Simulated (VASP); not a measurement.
An input for Ansatz (written as the equivalent of a VASP run, and not itself run):

Ansatz 0.2 input:
```yaml
crystal:
  lattice:
    - [3.6955310, 0.0000000, 0.0000000]
    - [0.0000000, 3.6955310, 0.0000000]
    - [0.0000000, 0.0000000, 3.6955310]
  atoms:
    - { symbol: Tl, position: [0.0000000, 0.0000000, 0.0000000] }
    - { symbol: Cl, position: [0.5000000, 0.5000000, 0.5000000] }
kpoints:
  mp_grid: { grid: [8, 8, 8] }
hamiltonian:
  xc: lda
  pseudopotentials: { kind: paw }
scf:
  occupations: { method: tetrahedron }
  max_iter: 100
output: { forces: true, stress: true, eigenvalues: true }
```

Q: Write the VASP files for the same calculation (LDA).

A: This is not unique; one that fits is 
**INCAR**
```
SYSTEM = TlCl
PREC = Accurate
ENCUT = 520
EDIFF = 1E-7
NELM = 100
ALGO = Normal
LREAL = .FALSE.
LASPH = .TRUE.
ISMEAR = -5
LMAXMIX = 4
LWAVE = .FALSE.
LCHARG = .TRUE.
LORBIT = 11
NEDOS = 601
ISIF = 2
```

File KPOINTS:
```
Automatic mesh
0
Gamma
8 8 8
0 0 0
```

File POSCAR:
```
TlCl
3.6955310
  1.0000000005   0.0000000000   0.0000000000
  0.0000000000   1.0000000005   0.0000000000
  0.0000000000   0.0000000000   1.0000000005
Tl Cl
1 1
Cartesian
  0.0000000000   0.0000000000   0.0000000000
  0.5000000003   0.5000000003   0.5000000003
```

POTCAR, in this order: Tl_d Cl (LDA.64 set). Program: vasp_std.

The two are equivalent in intent, not identical: each code has its own PAW files, so the cut-off isn't converted (ENCUT is set for VASP's; basis.ecutwfc is left out, and Ansatz then takes the one that its files recommend); Ansatz stops its SCF on the density residual and VASP on the energy change (EDIFF); Ansatz's lda is the Perdew-Wang form, while the LDA potentials of VASP carry Perdew-Zunger's.

The compound is TlCl in the CsCl type structure. It was relaxed first, which changed the volume by -11 %.
